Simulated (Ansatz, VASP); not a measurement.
# TiC in two plane-wave programs, part 2 of 2

Aim: how closely do two programs agree when they are given the same cell, functional and k mesh? The cell is taken from a series of runs on this material, whose earlier steps may have relaxed, scaled, displaced or heated it; both programs get it as it stands.

VASP 6.6.1 and Ansatz 0.2.0.

So far: The starting structure; Ansatz: zone-centre phonons, LDA.

## Step 3: VASP: zone-centre phonons, LDA

Level of this step: LDA; plane waves and PAW (C, Ti_sv) (VASP).

The same cell, functional (in two slightly different forms), mesh and smearing now go to VASP, with its own data sets.

Lines of VASP's logs that name or quote its potential files are left out, and so is its time.

File INCAR:

```
SYSTEM = TiC
PREC = Accurate
ENCUT = 600
EDIFF = 1E-08
NELM = 120
ISMEAR = 1
SIGMA = 0.2
LREAL = .FALSE.
ALGO = Normal
GGA = CA
NBANDS = 14
LASPH = .TRUE.
LORBIT = 11
LWAVE = .FALSE.
LCHARG = .FALSE.
ISIF = 2
IBRION = 8
GGA_COMPAT = .FALSE.
KPAR = 2
```

File POSCAR:

```
TiC
1.0
    0.0541920790      2.1614378349      2.1179269597
    2.1614378349      0.0541920790      2.1179269597
    2.2156299139      2.2156299139      0.0000000000
C Ti
1 1
Direct
    0.5000000000      0.5000000000      0.5000000000
    0.0000000000      0.0000000000      0.0000000000
```

File KPOINTS:

```
Automatic mesh
0
Gamma
16 16 16
0 0 0
```

PAW data sets: C and Ti_sv (LDA family, release 64).

The run is started by

```bash
> mpirun -np 2 vasp_std
```

Numbers of over 12 decimals in the logs are rounded to 6 here.

What it wrote:

```text
[banner, memory and clock lines left out]
running    2 mpi-ranks, on    1 nodes
 distrk:  each k-point on    1 cores,    2 groups
 distr:  one band on    1 cores,    1 groups

 POSCAR found type information on POSCAR C Ti
 POSCAR found :  2 types and       2 ions
 LDA part: xc-table for (Slater(with rela. corr.)+CA(PZ))
 , standard interpolation
 POSCAR, INCAR and KPOINTS ok, starting setup
 FFT: planning ... GRIDC
 FFT: planning ... GRID_SOFT
 FFT: planning ... GRID
 WAVECAR not read
 entering main loop
       N       E                     dE             d eps       ncg     rms          rms(c)
DAV:   1     0.125313991404E+03    0.12531E+03   -0.88906E+03 17410   0.151E+03
DAV:   2    -0.172700952091E+02   -0.14258E+03   -0.13421E+03 18516   0.370E+02
DAV:   3    -0.256326951570E+02   -0.83626E+01   -0.81849E+01 22812   0.865E+01
DAV:   4    -0.259780631665E+02   -0.34537E+00   -0.34505E+00 22100   0.160E+01
DAV:   5    -0.259868842753E+02   -0.88211E-02   -0.88206E-02 23022   0.220E+00    0.185E+01
DAV:   6    -0.212102211610E+02    0.47767E+01   -0.13358E+01 25098   0.605E+01    0.707E+00
DAV:   7    -0.205518472144E+02    0.65837E+00   -0.23890E+00 21058   0.233E+01    0.519E+00
DAV:   8    -0.205212955459E+02    0.30552E-01   -0.12040E-01 19380   0.383E+00    0.355E+00
DAV:   9    -0.205017320954E+02    0.19563E-01   -0.11640E-01 21584   0.427E+00    0.657E-01
DAV:  10    -0.205013769628E+02    0.35513E-03   -0.11208E-02 23398   0.133E+00    0.638E-01
DAV:  11    -0.204992090057E+02    0.21680E-02   -0.50354E-03 18984   0.107E+00    0.188E-01
DAV:  12    -0.204991489934E+02    0.60012E-04   -0.32677E-04 20442   0.193E-01    0.484E-02
DAV:  13    -0.204991386521E+02    0.10341E-04   -0.34395E-05 20448   0.491E-02    0.914E-03
DAV:  14    -0.204991381122E+02    0.53984E-06   -0.15657E-06 21552   0.187E-02    0.439E-03
DAV:  15    -0.204991380458E+02    0.66469E-07   -0.24794E-07 21734   0.726E-03    0.126E-03
DAV:  16    -0.204991380368E+02    0.89672E-08   -0.48479E-08 19614   0.248E-03
   1 F= -.20499138E+02 E0= -.20499093E+02  d E =-.134116E-03
 Linear response reoptimize wavefunctions to high precision
DAV:   1    -0.204991380360E+02    0.86220E-09   -0.28045E-09 21208   0.684E-04
DAV:   2    -0.204991380360E+02   -0.11369E-10   -0.53670E-11 10608   0.859E-05
 Linear response DOF=           4
 Linear response progress:
  Degree of freedom:   1/  4
       N       E                     dE             d eps       ncg     rms          rms(c)
RMM:   1    -0.124745103207E+00   -0.12475E+00   -0.51901E-02 67840   0.220E+00
RMM:   2    -0.115502516013E+00    0.92426E-02   -0.52157E-03 60430   0.541E-01    0.141E-01
RMM:   3    -0.116124349053E+00   -0.62183E-03   -0.17847E-03 63015   0.232E-01    0.649E-02
RMM:   4    -0.117087652904E+00   -0.96330E-03   -0.67721E-04 64485   0.141E-01    0.143E-02
RMM:   5    -0.117207537666E+00   -0.11988E-03   -0.13976E-04 73502   0.555E-02    0.269E-03
RMM:   6    -0.117185229645E+00    0.22308E-04   -0.19234E-05 72522   0.227E-02    0.105E-03
RMM:   7    -0.117187337743E+00   -0.21081E-05   -0.39726E-06 75627   0.104E-02    0.559E-04
RMM:   8    -0.117189606879E+00   -0.22691E-05   -0.88351E-07 74156   0.501E-03    0.324E-04
RMM:   9    -0.117187969749E+00    0.16371E-05   -0.32521E-07 74923   0.275E-03    0.811E-05
RMM:  10    -0.117187769672E+00    0.20008E-06   -0.70280E-07 75759   0.140E-03    0.467E-05
RMM:  11    -0.117187840639E+00   -0.70967E-07   -0.19033E-07 76560   0.764E-04    0.250E-05
RMM:  12    -0.117187812056E+00    0.28583E-07   -0.22925E-08 75098   0.411E-04    0.661E-06
RMM:  13    -0.117187826445E+00   -0.14389E-07   -0.78966E-08 77016   0.227E-04    0.117E-05
RMM:  14    -0.117187831033E+00   -0.45879E-08   -0.28255E-08 73271   0.127E-04    0.988E-07
 first order change of Fermi-energy   0.36622E-03
 force on displaced ion       1 direction 1 :  -9.267  -0.760   0.000
 Linear response progress:
  Degree of freedom:   2/  4
       N       E                     dE             d eps       ncg     rms          rms(c)
RMM:   1    -0.126630611302E+00   -0.12663E+00   -0.54579E-02 37045   0.240E+00
RMM:   2    -0.116584788835E+00    0.10046E-01   -0.61558E-03 34026   0.593E-01    0.147E-01
RMM:   3    -0.117223142760E+00   -0.63835E-03   -0.20248E-03 35224   0.251E-01    0.671E-02
RMM:   4    -0.118235898748E+00   -0.10128E-02   -0.71663E-04 35642   0.150E-01    0.150E-02
RMM:   5    -0.118361102759E+00   -0.12520E-03   -0.16173E-04 40948   0.612E-02    0.297E-03
RMM:   6    -0.118355346548E+00    0.57562E-05   -0.21840E-05 40463   0.254E-02    0.166E-03
RMM:   7    -0.118350235770E+00    0.51108E-05   -0.49768E-06 41168   0.122E-02    0.808E-04
RMM:   8    -0.118353490753E+00   -0.32550E-05   -0.94470E-07 40499   0.608E-03    0.377E-04
RMM:   9    -0.118351267924E+00    0.22228E-05   -0.14127E-07 41571   0.323E-03    0.146E-04
RMM:  10    -0.118351172925E+00    0.94999E-07   -0.58039E-07 40188   0.174E-03    0.849E-05
RMM:  11    -0.118351210699E+00   -0.37773E-07   -0.10787E-07 40749   0.930E-04    0.548E-05
RMM:  12    -0.118351210532E+00    0.16674E-09   -0.82123E-08 42953   0.490E-04    0.506E-05
 first order change of Fermi-energy   0.80626E-03
 force on displaced ion       1 direction 3 :  -0.000  -0.000 -11.418
 Linear response progress:
  Degree of freedom:   3/  4
       N       E                     dE             d eps       ncg     rms          rms(c)
RMM:   1    -0.687447751189E+00   -0.68745E+00    0.73799E+00 30845   0.131E+02
RMM:   2    -0.663533063378E+00    0.23915E-01   -0.23572E-01 52531   0.499E+00    0.222E-01
RMM:   3    -0.662578324642E+00    0.95474E-03   -0.18380E-02 62861   0.118E+00    0.109E-01
RMM:   4    -0.661844809242E+00    0.73352E-03   -0.73395E-03 69443   0.511E-01    0.213E-02
RMM:   5    -0.662396491687E+00   -0.55168E-03   -0.11708E-03 73605   0.205E-01    0.100E-02
RMM:   6    -0.662716386283E+00   -0.31989E-03   -0.30121E-04 74124   0.884E-02    0.704E-03
RMM:   7    -0.663234175165E+00   -0.51779E-03   -0.73559E-05 64935   0.494E-02    0.666E-03
RMM:   8    -0.663059488101E+00    0.17469E-03   -0.39721E-05 69686   0.262E-02    0.424E-04
RMM:   9    -0.663051113594E+00    0.83745E-05   -0.19643E-05 76132   0.144E-02    0.733E-04
RMM:  10    -0.663076150507E+00   -0.25037E-04   -0.15648E-05 72371   0.852E-03    0.166E-04
RMM:  11    -0.663084084616E+00   -0.79341E-05   -0.11617E-05 76107   0.567E-03    0.546E-05
RMM:  12    -0.663086172807E+00   -0.20882E-05   -0.91415E-06 76971   0.391E-03    0.580E-05
RMM:  13    -0.663088889322E+00   -0.27165E-05   -0.71798E-06 72050   0.294E-03    0.218E-05
RMM:  14    -0.663090211974E+00   -0.13227E-05   -0.57006E-06 75958   0.226E-03    0.131E-05
[...]
RMM:  26    -0.663091521363E+00    0.30753E-07   -0.72628E-07 69426   0.366E-04    0.687E-06
RMM:  27    -0.663091623142E+00   -0.10178E-06   -0.63862E-07 71348   0.329E-04    0.392E-06
RMM:  28    -0.663091617393E+00    0.57496E-08   -0.53753E-07 63689   0.287E-04    0.670E-06
RMM:  29    -0.663091596874E+00    0.20519E-07   -0.48664E-07 54831   0.254E-04    0.830E-06
RMM:  30    -0.663091604677E+00   -0.78031E-08   -0.41218E-07 49777   0.226E-04    0.103E-05
RMM:  31    -0.663091662858E+00   -0.58181E-07   -0.37045E-07 68901   0.203E-04    0.104E-05
RMM:  32    -0.663091701692E+00   -0.38834E-07   -0.31953E-07 66598   0.181E-04    0.108E-05
RMM:  33    -0.663091697985E+00    0.37078E-08   -0.28796E-07 62403   0.162E-04    0.105E-05
 first order change of Fermi-energy  -0.28901E-03
 force on displaced ion       2 direction 1 :  -9.275  -0.759   0.000
 Linear response progress:
  Degree of freedom:   4/  4
       N       E                     dE             d eps       ncg     rms          rms(c)
RMM:   1    -0.660776758054E+00   -0.66078E+00    0.10000E+01 17514   0.132E+02
RMM:   2    -0.636561726147E+00    0.24215E-01   -0.24045E-01 29365   0.497E+00    0.226E-01
RMM:   3    -0.635455141411E+00    0.11066E-02   -0.18715E-02 34956   0.117E+00    0.111E-01
RMM:   4    -0.634635103535E+00    0.82004E-03   -0.76825E-03 38363   0.511E-01    0.219E-02
RMM:   5    -0.635131008191E+00   -0.49590E-03   -0.12347E-03 40686   0.204E-01    0.105E-02
RMM:   6    -0.635443496619E+00   -0.31249E-03   -0.29964E-04 40836   0.865E-02    0.760E-03
RMM:   7    -0.635710672686E+00   -0.26718E-03   -0.74340E-05 37943   0.428E-02    0.277E-03
RMM:   8    -0.635875954920E+00   -0.16528E-03   -0.33052E-05 39271   0.238E-02    0.258E-03
RMM:   9    -0.635785184925E+00    0.90770E-04   -0.22424E-05 38397   0.138E-02    0.551E-04
RMM:  10    -0.635800633963E+00   -0.15449E-04   -0.13787E-05 41520   0.793E-03    0.228E-04
RMM:  11    -0.635810831992E+00   -0.10198E-04   -0.10882E-05 41128   0.507E-03    0.418E-05
RMM:  12    -0.635810024028E+00    0.80796E-06   -0.79288E-06 43406   0.352E-03    0.803E-05
RMM:  13    -0.635810219438E+00   -0.19541E-06   -0.65842E-06 43419   0.261E-03    0.108E-04
RMM:  14    -0.635810562162E+00   -0.34272E-06   -0.50669E-06 42512   0.204E-03    0.120E-04
RMM:  15    -0.635810326908E+00    0.23525E-06   -0.40778E-06 41806   0.165E-03    0.140E-04
RMM:  16    -0.635810499649E+00   -0.17274E-06   -0.33372E-06 42686   0.138E-03    0.146E-04
RMM:  17    -0.635810987118E+00   -0.48747E-06   -0.27210E-06 38685   0.117E-03    0.144E-04
 first order change of Fermi-energy  -0.50736E-03
 force on displaced ion       2 direction 3 :   0.000   0.000 -11.452
 Linear response finished
```

Parts of OUTCAR (step 3):

```text
ion  position               nearest neighbor table
   1  0.500  0.500  0.500-   2 2.12   2 2.12   2 2.16   2 2.16   2 2.16   2 2.16
   2  0.000  0.000  0.000-   1 2.12   1 2.12   1 2.16   1 2.16   1 2.16   1 2.16

  LATTYP: Found a body centered orthorhombic cell.
 ALAT       =     2.9800955272
 B/A-ratio  =     1.0514340379
 C/A-ratio  =     1.4213819257

 Subroutine GETGRP returns: Found  8 space group operations
 (whereof  8 operations were pure point group operations)

The static configuration has the point symmetry D_2h.

 Found    621 irreducible k-points:

   k-points           NKPTS =    621   k-points in BZ     NKDIM =    621   number of bands    NBANDS=     14

   dimension x,y,z NGX =    24 NGY =   24 NGZ =   28
   dimension x,y,z NGXF=    48 NGYF=   48 NGZF=   56

   ENCUT  =  600.0 eV  44.10 Ry    6.64 a.u.   6.04  6.04  6.26*2*pi/ulx,y,z

   NELECT =      16.0000    total number of electrons

 k-points in reciprocal lattice and weights: Automatic mesh
   0.00000000  0.00000000  0.00000000       0.000
   0.06250000 -0.00000000  0.00000000       0.001
   0.12500000 -0.00000000  0.00000000       0.001
   0.18750000  0.00000000  0.00000000       0.001
   0.25000000 -0.00000000  0.00000000       0.001
   0.31250000 -0.00000000  0.00000000       0.001
   0.37500000  0.00000000  0.00000000       0.001
   0.43750000 -0.00000000  0.00000000       0.001
   0.50000000 -0.00000000  0.00000000       0.000
[...]
0.25000000  0.25000000  0.50000000       0.000
  -0.25000000  0.25000000  0.50000000       0.000

 average (electrostatic) potential at core
       1 -48.4447       2 -70.8009

  Total       -1.0105643     -1.0105643      0.0769625     -1.0713739      0.0000000      0.0000000
  in kB      -81.8693124    -81.8693124      6.2349983    -86.7957082      0.0000000      0.0000000
  external PRESSURE =     -52.5012088 kB  Pullay stress =       0.0000000 kB

  energy-cutoff  :      600.00
  volume of cell :       19.78
      direct lattice vectors                 reciprocal lattice vectors
     0.054192079  2.161437835  2.117926960    -0.237276549  0.237276549  0.236079907
     2.161437835  0.054192079  2.117926960     0.237276549 -0.237276549  0.236079907
     2.215629914  2.215629914  0.000000000     0.225669457  0.225669457 -0.236079907

 POSITION                                       TOTAL-FORCE (eV/Angst)
 -----------------------------------------------------------------------------------
      2.21563      2.21563      2.11793        -0.000000      0.000000      0.000000
      0.00000      0.00000      0.00000         0.000000     -0.000000     -0.000000
 -----------------------------------------------------------------------------------
    total drift:                                0.000000     -0.000000     -0.000000

 Eigenvectors and eigenvalues of the dynamical matrix
 ----------------------------------------------------

   1 f  =   17.052568 THz   107.144445 2PiTHz  568.812445 cm-1    70.523723 meV
             X         Y         Z           dx          dy          dz
      2.215630  2.215630  2.117927     0.000000    0.000000    0.893849
      0.000000  0.000000  0.000000     0.000000    0.000000   -0.448367

   2 f  =   15.976625 THz   100.384093 2PiTHz  532.922832 cm-1    66.073980 meV
             X         Y         Z           dx          dy          dz
      2.215630  2.215630  2.117927     0.632196    0.632196    0.000000
      0.000000  0.000000  0.000000    -0.316746   -0.316746    0.000000

   3 f  =   14.715866 THz    92.462511 2PiTHz  490.868441 cm-1    60.859903 meV
             X         Y         Z           dx          dy          dz
      2.215630  2.215630  2.117927    -0.632165    0.632165    0.000000
      0.000000  0.000000  0.000000     0.316808   -0.316808    0.000000

   4 f/i=    0.002174 THz     0.013659 2PiTHz    0.072516 cm-1     0.008991 meV
             X         Y         Z           dx          dy          dz
      2.215630  2.215630  2.117927     0.316746    0.316746    0.000000
      0.000000  0.000000  0.000000     0.632196    0.632196    0.000000

   5 f/i=    0.003425 THz     0.021518 2PiTHz    0.114234 cm-1     0.014163 meV
             X         Y         Z           dx          dy          dz
      2.215630  2.215630  2.117927     0.316808   -0.316808    0.000000
      0.000000  0.000000  0.000000     0.632165   -0.632165    0.000000

   6 f/i=    0.010334 THz     0.064931 2PiTHz    0.344709 cm-1     0.042739 meV
             X         Y         Z           dx          dy          dz
      2.215630  2.215630  2.117927     0.000000    0.000000   -0.448367
      0.000000  0.000000  0.000000     0.000000    0.000000   -0.893849

 ELASTIC MODULI CONTR FROM IONIC RELAXATION (kBar)
 Direction    XX          YY          ZZ          XY          YZ          ZX
 --------------------------------------------------------------------------------
 XX           0.0000      0.0000      0.0000      0.0000      0.0000      0.0000
 YY           0.0000      0.0000      0.0000      0.0000      0.0000      0.0000
 ZZ           0.0000      0.0000      0.0000      0.0000      0.0000      0.0000
 XY           0.0000      0.0000      0.0000      0.0000      0.0000      0.0000
 YZ           0.0000      0.0000      0.0000      0.0000      0.0000      0.0000
 ZX           0.0000      0.0000      0.0000      0.0000      0.0000      0.0000
 --------------------------------------------------------------------------------
```

## Step 4: Differences

Known differences besides the potentials themselves: the two LDA forms differ slightly; the cutoff is 420 eV in Ansatz and 600 eV in VASP; VASP's log shows a relativistic correction to its local exchange, Ansatz's none. Total energies have different zeros and are not compared.

The two programs side by side:

```tsv
quantity	Ansatz	VASP	difference
optical mode 1 (cm⁻¹)	488.6	490.9	-0.46 %
optical mode 2 (cm⁻¹)	530.6	532.9	-0.44 %
optical mode 3 (cm⁻¹)	565.8	568.8	-0.53 %
```

Modes are paired by rising frequency, not by their patterns, so a pair may set unlike modes beside each other; they are those without the splitting of longitudinal modes.

## Step 5: What came out

- r.m.s. difference of the optical zone-centre modes, each program's sorted by frequency (zone-centre phonons, LDA): 2.6 cm⁻¹
- difference in optical mode 3 (zone-centre phonons, LDA): -0.5 %

**Reading.** The r.m.s. difference of the optical zone-centre modes, each program's sorted by frequency is 2.6 cm⁻¹ (zone-centre phonons, LDA). Among the rows given in per cent, the largest difference of the zone-centre phonons, LDA pair is in optical mode 3, -0.5 %. How closely two codes agree says nothing of how well the functional describes the real material.

[Lines on the potential files, build, host, timing and source positions are cut from VASP's logs without a mark.]

[Logs are printed without paths, hosts, clocks, repeated set-up lines and the standing remarks that a program may print on its own settings, such as how far it seeks lower states.]

[Hosts, paths, dates, database ids (printed as entryN), source tags and the programs' standing remarks are cut or masked in the printed files.]
